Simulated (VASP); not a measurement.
Input:

```cif
data_Ag4Cl4
_chemical_formula_sum 'Ag4 Cl4'
_space_group_name_H-M_alt 'Fm-3m'
_space_group_IT_number 225
_space_group_name_Hall '-F 4 2 3'
_cell_length_a 5.53518
_cell_length_b 5.53518
_cell_length_c 5.53518
_cell_angle_alpha 90.000
_cell_angle_beta 90.000
_cell_angle_gamma 90.000
loop_
_atom_site_label
_atom_site_type_symbol
_atom_site_symmetry_multiplicity
_atom_site_Wyckoff_symbol
_atom_site_fract_x
_atom_site_fract_y
_atom_site_fract_z
_atom_site_occupancy
Ag1 Ag 4 a 0.00000 0.00000 0.00000 1
Cl1 Cl 4 b 0.50000 0.50000 0.50000 1
```
(The calculation used a cell of 2 atoms; values per cell refer to that cell.)

These are r2SCAN meta-GGA, VASP's PBE PAW potentials (set 64) (plane waves; VASP) values and carry that method's errors. Run with 480 eV cut-off, 8×8×8 Γ-centred mesh, Gaussian smearing of 0.050 eV, potentials Ag Cl.

Each relaxation starts from this cell; other phases were not tried.

Q: The cell is relaxed at 20 GPa. What happens?

A: The volume per atom goes from 21.20 to 17.06 Å³ (-19.5 %), and the cell becomes a = b = c = 5.148 Å, α = β = γ = 90.00°, space group Fm-3m. The gap on the mesh goes from 1.42 to 1.55 eV.

Q: The cell is relaxed at 30 GPa. What happens?

A: The volume per atom goes from 21.20 to 16.03 Å³ (-24.4 %), and the cell becomes a = b = c = 5.043 Å, α = β = γ = 90.00°, space group Fm-3m. The gap on the mesh goes from 1.42 to 1.64 eV.

Failed runs are left out, and for metals the shear rows, which the mesh's noise covers.

The compound is AgCl in the rock salt structure.
